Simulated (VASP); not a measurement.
# OScCl2H in VASP: notebook

One molecule, OScCl2H, is run at these levels: PBE0+D3(BJ), BLYP, LDA, revPBE+D4; tasks: single point, relaxation of the atoms.

All numbers are computed with VASP 6.6.1; they aren't measurements. Logs are shortened: lines on timing, memory, paths and dates and some standing lists are left out, and cuts for length are marked.

## Step 1: Starting point

The cell holds a molecule in a box, 5 atoms: a = 12.000 Å, b = 14.000 Å, c = 12.000 Å, α = 90.00°, β = 90.00°, γ = 90.00°.

## Step 2: Single point, PBE0+D3(BJ)

POSCAR reads:

```
ScHCl2O
1.0
   12.0000000000      0.0000000000      0.0000000000
    0.0000000000     14.0000000000      0.0000000000
    0.0000000000      0.0000000000     12.0000000000
O Sc Cl H
1 1 2 1
Cartesian
    7.1185500000      8.3677000400      6.7833000000
    6.4221500400      6.7452999600      6.3189999600
    7.4441499600      4.8286999600      7.0623000000
    4.5409500000      6.6636000200      5.0057000400
    7.4850500400      9.2133000400      7.0287000000
```

INCAR.step1 reads:

```
SYSTEM = ScHCl2O
PREC = Accurate
ENCUT = 520
EDIFF = 1E-5
ISMEAR = 0
SIGMA = 0.01
LREAL = .FALSE.
LASPH = .TRUE.
NELM = 60
ALGO = Normal
ISIF = 2
LWAVE = .TRUE.
NBANDS = 24
GGA = PE
```

INCAR.step2 reads:

```
SYSTEM = ScHCl2O
PREC = Accurate
ENCUT = 520
EDIFF = 1E-6
ISMEAR = 0
SIGMA = 0.01
LREAL = .FALSE.
LASPH = .TRUE.
NELM = 60
ALGO = Normal
ISIF = 2
LWAVE = .FALSE.
LCHARG = .TRUE.
GGA = PE
LHFCALC = .TRUE.
AEXX = 0.25
PRECFOCK = Fast
HFRCUT = -1
IVDW = 12
LELF = .TRUE.
LVHAR = .TRUE.
LVACPOTAV = .TRUE.
NBANDS = 24
ISTART = 1
```

KPOINTS reads:

```
Automatic mesh
0
G
  1 1 1
  0 0 0
```

Potentials or basis: VASP PAW PBE potentials, release 64 (O, Sc_sv, Cl, H).

Command:

```console
$ cat potpaw_PBE.64/O/POTCAR potpaw_PBE.64/Sc_sv/POTCAR potpaw_PBE.64/Cl/POTCAR potpaw_PBE.64/H/POTCAR > POTCAR
$ cp INCAR.step1 INCAR
$ mpirun -np 1 vasp_gam > vasp.out
$ cp INCAR.step2 INCAR
$ mpirun -np 1 vasp_gam > vasp.out
```

OUTCAR:

```text
SYSTEM = ScHCl2O
   PREC = Accurate
   ENCUT = 520
   EDIFF = 1E-6
   ISMEAR = 0
   LREAL = .FALSE.
   LASPH = .TRUE.
   NELM = 60
   ISIF = 2
   GGA = PE
   LHFCALC = .TRUE.
   AEXX = 0.25
   PRECFOCK = Fast
   IVDW = 12
   ISTART = 1
 IVDW          = 12

 ion  position               nearest neighbor table
   1  0.593  0.598  0.565-   5 0.95   2 1.83
   2  0.535  0.482  0.527-   1 1.83   3 2.30   4 2.30
   3  0.620  0.345  0.589-   2 2.30
   4  0.378  0.476  0.417-   2 2.30
   5  0.624  0.658  0.586-   1 0.95

  LATTYP: Found a simple tetragonal cell.
 ALAT       =    12.0000000000
 C/A-ratio  =     1.1666666667

  Lattice vectors:

 A1 = ( -12.0000000000,   0.0000000000,   0.0000000000)
 A2 = (   0.0000000000,   0.0000000000,  12.0000000000)
 A3 = (   0.0000000000,  14.0000000000,   0.0000000000)

Analysis of symmetry for initial positions (statically):
=====================================================================
 Subroutine PRICEL returns:
 Original cell was already a primitive cell.

 Routine SETGRP: Setting up the symmetry group for a
 simple tetragonal supercell.

 Subroutine GETGRP returns: Found  1 space group operations
 (whereof  1 operations were pure point group operations)
 out of a pool of 16 trial point group operations.

The static configuration has the point symmetry C_1 .

Analysis of symmetry for dynamics (positions and initial velocities):
=====================================================================
 Subroutine PRICEL returns:
 Original cell was already a primitive cell.

 Routine SETGRP: Setting up the symmetry group for a
 simple tetragonal supercell.

 Subroutine GETGRP returns: Found  1 space group operations
 (whereof  1 operations were pure point group operations)
 out of a pool of 16 trial point group operations.

The dynamic configuration has the point symmetry C_1 .

 Subroutine INISYM returns: Found  1 space group operations
 (whereof  1 operations are pure point group operations),
 and found     1 'primitive' translations

----------------------------------------------------------------------------------------

                                     Primitive cell

  volume of cell :    2016.0000

  direct lattice vectors                    reciprocal lattice vectors
    12.000000000  0.000000000  0.000000000     0.083333333  0.000000000  0.000000000
[... 77 lines left out ...]
   TEBEG  =    0.0;   TEEND  =   0.0 temperature during run
   PSTRESS=    0.0 pullay stress
   NELECT =      32.0000    total number of electrons
   NUPDOWN=      -1.0000    fix difference up-down
   EMIN   =  10.00;   EMAX   =-10.00  energy-range for DOS
   EFERMI =   0.00;   METHOD = LEGACY
   ISMEAR =     0;   SIGMA  =   0.01  broadening in eV -4-tet -1-fermi 0-gaus
   EFERMI_NEDOS =   21; number of points for ismear=-14 and -15
   IALGO  =     38    algorithm
   IMIX   =      1    mixing-type and parameters
     AMIX     =   0.40;   BMIX     =  1.00
     AMIX_MAG =   1.60;   BMIX_MAG =  1.00
  volume/ion in A,a.u.               =     403.20      2720.93
  Fermi-wavevector in a.u.,A,eV,Ry     =   0.411429  0.777488  2.303107  0.169274
  Thomas-Fermi vector in A             =   1.367733
   LORBIT       =      0    0 simple, 1 ext, 2 COOP (PROOUT), +10 PAW based schemes
   GGA     = PE    functional components
   LHFCALC =     T    Hartree Fock is set to
   PRECFOCK=fast      Normal, Fast or Accurate (Low or Medium for compatibility)
   ENCUT4O =  -1.0   cutoff for four orbital integrals eV
   NKREDX  =     1    reduce k-point grid by
   NKREDY  =     1    reduce k-point grid by
   NKREDZ  =     1    reduce k-point grid by
   AEXX    =    0.2500 exact exchange contribution
   HFSCREEN=    0.0000 screening length (either q_TF or 0.3 A-1)
   HFSCREENC=   0.0000 screening length for correlation (either q_TF or 0.3 A-1)
   ENCUTFOCK=  -1.0 apply spherical cutoff to Coloumb kernel
   IVDW    =    12    specifies the selected vdW correction
   LEPSILON=     F    determine dielectric tensor
   LRPA    =     F    only Hartree local field effects (RPA)
 non-spin polarized calculation
 Gauss-broadening in eV      SIGMA  =   0.01
  energy-cutoff  :      520.00
  volume of cell :     2016.00
 maximum number of plane-waves:     27133
 NGX is ok and might be reduce to    90
  NGX = 48; NGY = 54; NGZ = 48

 number of electron      31.9999998 magnetization

 Free energy of the ion-electron system (eV)
  ---------------------------------------------------
  ext. energy  EPLUGINS =         0.00000000
  ---------------------------------------------------
  free energy    TOTEN  =       -34.44031751 eV

  energy without entropy =      -34.44031751  energy(sigma->0) =      -34.44031751

 E-fermi :  -8.3394     XC(G=0):  -0.6166

 val. band max:       -8.5280087870   @ k =   0.0000   0.0000   0.0000
 cond. band min:      -2.2569822287   @ k =   0.0000   0.0000   0.0000
 fundamental gap:      6.2710265583
 Fermi energy:        -8.3393543270

 k-point     1 :       0.0000    0.0000    0.0000
  band No.  band energies     occupation
      1     -59.8488      2.00000
      2     -37.1054      2.00000
      3     -37.0642      2.00000
      4     -36.8664      2.00000
      5     -27.0599      2.00000
      6     -21.8961      2.00000
[... 16 lines left out ...]
     23       0.5283      0.00000
     24       0.5433      0.00000

------------------------ aborting loop because EDIFF is reached ----------------------------------------

 Edisp (eV)   -0.10808

 E8    (eV) :    -0.0544

  FORCE on cell =-STRESS in cart. coord.  units (eV):
  Direction    XX          YY          ZZ          XY          YZ          ZX
  --------------------------------------------------------------------------------------
  -------------------------------------------------------------------------------------
  Total       0.10361     0.27739     0.01835     0.05887     0.03361     0.13742
  in kB       0.08234     0.22045     0.01458     0.04678     0.02671     0.10921
  external pressure =        0.11 kB  Pullay stress =        0.00 kB

 VOLUME and BASIS-vectors are now :
 -----------------------------------------------------------------------------
  energy-cutoff  :      520.00
  volume of cell :     2016.00
      direct lattice vectors                 reciprocal lattice vectors
    12.000000000  0.000000000  0.000000000     0.083333333  0.000000000  0.000000000
     0.000000000 14.000000000  0.000000000     0.000000000  0.071428571  0.000000000
     0.000000000  0.000000000 12.000000000     0.000000000  0.000000000  0.083333333

 POSITION                                       TOTAL-FORCE (eV/Angst)
 -----------------------------------------------------------------------------------
      7.11855      8.36770      6.78330         0.032311      0.077426      0.022193
      6.42215      6.74530      6.31900        -0.024752     -0.076138     -0.015660
      7.44415      4.82870      7.06230         0.029014     -0.055376      0.024095
      4.54095      6.66360      5.00570        -0.062107      0.001256     -0.042843
      7.48505      9.21330      7.02870         0.025533      0.052832      0.012215
 -----------------------------------------------------------------------------------
    total drift:                                0.002083     -0.008450     -0.005789

  FREE ENERGIE OF THE ION-ELECTRON SYSTEM (eV)
  ---------------------------------------------------
  free  energy   TOTEN  =       -34.5483941106 eV

  energy  without entropy=      -34.5483941106  energy(sigma->0) =      -34.54839411
```

It took 4.7 min on 1 thread of AMD EPYC 9R45 (Zen 5), shared host; peak memory 1.4 GiB.

What came out:

```yaml
Free_energy: -34.5484 eV
Largest_force: 0.087 eV/Å
Gap_between_the_frontier_levels: 6.27 eV
Dispersion_energy_per_atom: -0.022 eV
```

Forces in eV/Å, atoms in the order of the input:
```
O    0.032  0.077  0.022
Sc  -0.025 -0.076 -0.016
Cl   0.029 -0.055  0.024
Cl  -0.062  0.001 -0.043
H    0.026  0.053  0.012
```

Caveat: the PAW data sets were made with another functional, which shifts forces and pressure a little.

## Step 3: Single point, BLYP

INCAR reads:

```
SYSTEM = ScHCl2O
  AGGAC = 1.0
  AGGAX = 1.0
  ALDAC = 0.0
  ALDAX = 1.0
  ALGO = Normal
  EDIFF = 1E-6
  ENCUT = 520
  GGA = B5
  ISIF = 2
  ISMEAR = 0
  LASPH = .True.
  LCHARG = .False.
  LREAL = .False.
  LWAVE = .False.
  NELM = 60
  PREC = Accurate
  SIGMA = 0.01
```

KPOINTS reads:

```
k-points
0
Gamma
  1 1 1
  0 0 0
```

POSCAR is that of step 2.

Potentials or basis: VASP PAW PBE potentials, release 64 (O, Sc_sv, Cl, H).

Command:

```console
$ cat potpaw_PBE.64/O/POTCAR potpaw_PBE.64/Sc_sv/POTCAR potpaw_PBE.64/Cl/POTCAR potpaw_PBE.64/H/POTCAR > POTCAR
$ mpirun -np 1 vasp_gam > vasp.out
```

It took 6.5 min on 1 thread of AMD EPYC 9R45 (Zen 5), shared host; peak memory 1.5 GiB.

It converged, with:

| Property | Result |
| --- | --- |
| Free energy | -25.4161 eV |
| Largest force | 0.693 eV/Å |
| Gap between the frontier levels | 3.73 eV |

Forces on the atoms (eV/Å):
```
O    0.088  0.216  0.061
Sc  -0.186 -0.453 -0.125
Cl   0.201 -0.369  0.148
Cl  -0.370 -0.008 -0.261
H    0.266  0.615  0.176
```

Levels at points of the mesh, in eV from the valence-band top:
| k point | band 14 | band 15 | band 16 | band 17 | band 18 | band 19 |
| --- | --- | --- | --- | --- | --- | --- |
| (0.00, 0.00, 0.00) | -0.40 | -0.36 | 0.00 | 3.73 | 4.41 | 4.87 |

Caveat: the PAW data sets were made with another functional, which shifts forces and pressure a little.

## Step 4: Relaxation of the atoms, LDA

INCAR reads:

```
SYSTEM = ScHCl2O
PREC = Accurate ; ENCUT = 400
EDIFF = 1E-6 ; ISMEAR = 0
SIGMA = 0.01 ; LREAL = .FALSE.
LASPH = .TRUE. ; NELM = 100
ALGO = Fast ; ISIF = 2
LWAVE = .FALSE. ; LCHARG = .FALSE.
IBRION = 2 ; NSW = 60
EDIFFG = -0.01
```

KPOINTS reads:

```
Automatic mesh
0
G
  1 1 1
  0 0 0
```

POSCAR is that of step 3.

Potentials or basis: VASP PAW LDA potentials, release 64 (O_s, Sc_sv, Cl, H_s).

Command:

```console
$ cat potpaw_LDA.64/O_s/POTCAR potpaw_LDA.64/Sc_sv/POTCAR potpaw_LDA.64/Cl/POTCAR potpaw_LDA.64/H_s/POTCAR > POTCAR
$ mpirun -np 1 vasp_gam > vasp.out
```

Wall time 3.5 min (1 thread of AMD EPYC 9R45 (Zen 5), shared host); peak memory 0.87 GiB.

It converged, with:

```yaml
Free_energy: -27.5032 eV
Energy_gained_by_relaxing: 7.9 meV/atom
Ionic_steps: 15
Largest_force_after_relaxing: 0.004 eV/Å
Gap_between_the_frontier_levels: 3.91 eV
```

Forces in eV/Å, atoms in the order of the input:
```
O   -0.001  0.000  0.002
Sc   0.002  0.003  0.001
Cl   0.000 -0.002  0.000
Cl  -0.001 -0.001 -0.001
H    0.000 -0.001 -0.002
```

The path:
| step | energy change (eV) | largest force (eV/Å) | pressure (GPa) |
| --- | --- | --- | --- |
| 1 | 0.0000 | 2.2590 | 0.00 |
| 2 | 0.6631 | 8.2511 | -0.01 |
| 3 | -0.0343 | 0.5100 | -0.02 |
| 4 | -0.0345 | 0.4876 | -0.02 |
| 5 | -0.0345 | 0.4793 | -0.02 |
| 6 | -0.0372 | 0.3526 | -0.03 |
| 7 | -0.0388 | 0.0902 | -0.02 |
| 8 | -0.0391 | 0.1725 | -0.02 |
| 9 | -0.0391 | 0.1332 | -0.02 |
| 10 | -0.0393 | 0.0611 | -0.01 |
| 11 | -0.0394 | 0.0165 | -0.01 |
| 12 | -0.0394 | 0.0185 | -0.01 |
| 13 | -0.0394 | 0.0173 | -0.01 |
| 14 | -0.0394 | 0.0178 | -0.01 |
| 15 | -0.0394 | 0.0040 | -0.01 |

Final structure:
```yaml
crystal:
  lattice:
    - [12.00000, 0.00000, 0.00000]
    - [0.00000, 14.00000, 0.00000]
    - [0.00000, 0.00000, 12.00000]
  atoms:
    - { symbol: O, position: [0.59265, 0.59659, 0.56493] }
    - { symbol: Sc, position: [0.53482, 0.48104, 0.52633] }
    - { symbol: Cl, position: [0.61986, 0.34568, 0.58818] }
    - { symbol: Cl, position: [0.37930, 0.47603, 0.41775] }
    - { symbol: H, position: [0.62428, 0.65914, 0.58606] }
```

Levels at points of the mesh, in eV from the valence-band top:
| k point | band 14 | band 15 | band 16 | band 17 | band 18 | band 19 |
| --- | --- | --- | --- | --- | --- | --- |
| (0.00, 0.00, 0.00) | -0.43 | -0.37 | 0.00 | 3.91 | 4.52 | 4.99 |

## Step 5: Relaxation of the atoms, revPBE+D4

INCAR reads:

```
SYSTEM = ScHCl2O
PREC = Accurate
ENCUT = 400
EDIFF = 1E-7
ISMEAR = 0
SIGMA = 0.01
LREAL = .False.
LASPH = .True.
NELM = 60
ALGO = Normal
ISIF = 2
LWAVE = .False.
LCHARG = .False.
GGA = RE
IVDW = 13
IBRION = 2
NSW = 60
EDIFFG = -0.02
```

KPOINTS reads:

```
regular mesh
0
Gamma
  1 1 1
  0 0 0
```

POSCAR is that of step 4.

Potentials or basis: VASP PAW PBE potentials, release 64 (O_s, Sc_sv, Cl, H_s).

Command:

```console
$ cat potpaw_PBE.64/O_s/POTCAR potpaw_PBE.64/Sc_sv/POTCAR potpaw_PBE.64/Cl/POTCAR potpaw_PBE.64/H_s/POTCAR > POTCAR
$ mpirun -np 1 vasp_gam > vasp.out
```

Run time: 8.7 min. Hardware: 1 thread of AMD EPYC 9R45 (Zen 5), shared host; peak memory 1.2 GiB.

Results (log left out):

- Free energy: -25.9845 eV
- Energy gained by relaxing: 8.2 meV/atom
- Ionic steps: 11
- Largest force after relaxing: 0.009 eV/Å
- Gap between the frontier levels: 3.90 eV
- Dispersion energy per atom: -0.049 eV

Forces in eV/Å, atoms in the order of the input:
```
O   -0.002 -0.001  0.001
Sc   0.004  0.008  0.002
Cl  -0.003 -0.006 -0.001
Cl  -0.001 -0.004 -0.002
H    0.002  0.003  0.000
```

The path:
```csv
step,energy change (eV),largest force (eV/Å),pressure (GPa)
1,0.0000,1.9177,0.11
2,0.3450,6.2519,-0.01
3,-0.0229,0.6600,0.07
4,-0.0229,0.5972,0.07
5,-0.0357,0.4537,0.01
6,-0.0365,0.2702,0.02
7,-0.0407,0.0518,0.00
8,-0.0409,0.0217,-0.01
9,-0.0409,0.0216,-0.01
10,-0.0409,0.0770,-0.01
11,-0.0409,0.0089,-0.01
```

Final structure:
```yaml
crystal:
  lattice:
    - [12.00000, 0.00000, 0.00000]
    - [0.00000, 14.00000, 0.00000]
    - [0.00000, 0.00000, 12.00000]
  atoms:
    - { symbol: O, position: [0.59338, 0.59808, 0.56541] }
    - { symbol: Sc, position: [0.53475, 0.48088, 0.52628] }
    - { symbol: Cl, position: [0.62138, 0.34320, 0.58930] }
    - { symbol: Cl, position: [0.37646, 0.47590, 0.41577] }
    - { symbol: H, position: [0.62493, 0.66041, 0.58649] }
```

Levels at points of the mesh, in eV from the valence-band top:
```csv
k point,band 12,band 13,band 14,band 15,band 16,band 17,band 18,band 19,band 20
"(0.00, 0.00, 0.00)",-0.55,-0.43,-0.38,-0.34,0.00,3.90,4.41,4.86,5.54
```

Caveat: the PAW data sets were made with another functional, which shifts forces and pressure a little. revPBE gaps usually lie below the measured ones, often by a third to a half.

## Step 6: The reference run

An earlier run on the cell as given: functional PBE; potentials or basis VASP PAW PBE potentials, release 64 (O, Sc_sv, Cl, H); cutoff 520 eV; k mesh 1 × 1 × 1; occupations gaussian, width 0.01 eV; no spin polarisation.

- Largest force: 0.633 eV/Å
- Gap between the frontier levels: 3.91 eV

## Step 7: The runs side by side

```tsv
task	level	potentials or basis	cell	cutoff (eV)	grid for exact exchange (PRECFOCK)	exchange at q = 0	gap on the mesh (eV)	largest force (eV/Å)
single point	PBE0+D3(BJ)	VASP PAW PBE potentials, release 64 (O, Sc_sv, Cl, H)	as given	520	Fast	truncated	6.27	0.09
single point	BLYP	VASP PAW PBE potentials, release 64 (O, Sc_sv, Cl, H)	as given	520	-	-	3.73	0.69
relaxation of the atoms	LDA	VASP PAW LDA potentials, release 64 (O_s, Sc_sv, Cl, H_s)	atoms relaxed	400	-	-	3.91	-
relaxation of the atoms	revPBE+D4	VASP PAW PBE potentials, release 64 (O_s, Sc_sv, Cl, H_s)	atoms relaxed	400	-	-	3.90	0.01
single point	PBE	VASP PAW PBE potentials, release 64 (O, Sc_sv, Cl, H)	as given	520	-	-	3.91	0.63
```

Alike in all rows: no spin polarisation; k mesh 1 × 1 × 1; smearing gaussian 0.01 eV.

Caveats: the PAW data sets were made with another functional, which shifts forces and pressure a little (some runs).

Total energies depend on the potentials used, so only differences within one code and one set of settings carry meaning.
